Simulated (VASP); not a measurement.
Here is the system:

```xyz
2
Lattice="0.0000 3.0399 3.0399 3.0399 0.0000 3.0399 3.0399 3.0399 0.0000" Properties=species:S:1:pos:R:3 pbc="T T T"
Cu     3.0399     3.0399     0.0000
I      1.5200     1.5200     1.5200
```

Computed with PW91 GGA, VASP's PBE PAW potentials (set 64) (plane waves; VASP). Numerical set-up: 520 eV cut-off, Gaussian smearing of 0.050 eV, potentials Cu I.

Unless said otherwise, spin-orbit coupling is left out, though it shifts the bands of the heavy elements here.

**Question.** Give the energies of bands 2 to 12 at the high-symmetry points, in eV from the valence-band maximum.

**Answer.** 
```
band      Γ      X      U      L      W
----  -----  -----  -----  -----  -----
2     -3.59  -5.50  -5.19  -5.51  -5.04
3     -3.59  -3.70  -4.34  -3.57  -4.46
4     -3.59  -3.70  -3.64  -3.57  -3.79
5     -1.83  -1.86  -1.96  -1.81  -1.90
6     -1.83  -1.77  -1.81  -1.81  -1.88
7      0.00  -1.75  -1.70  -1.76  -1.75
8      0.00  -1.48  -1.49  -0.70  -1.59
9      0.00  -1.48  -1.23  -0.70  -1.25
10     1.14   2.74   3.11   2.17   4.48
11     4.89   2.92   4.62   5.42   4.66
12     4.89   9.14   7.51   5.42   6.02
```

The gap is direct, 1.14 eV, from the valence maximum at Γ to the conduction minimum at Γ.

Measured: gap 3.12 eV (computed value off by -1.98 eV), as given by Abedi et al., (2022), arXiv:2211.14644.

The compound is CuI in the zinc blende structure. It was relaxed first.
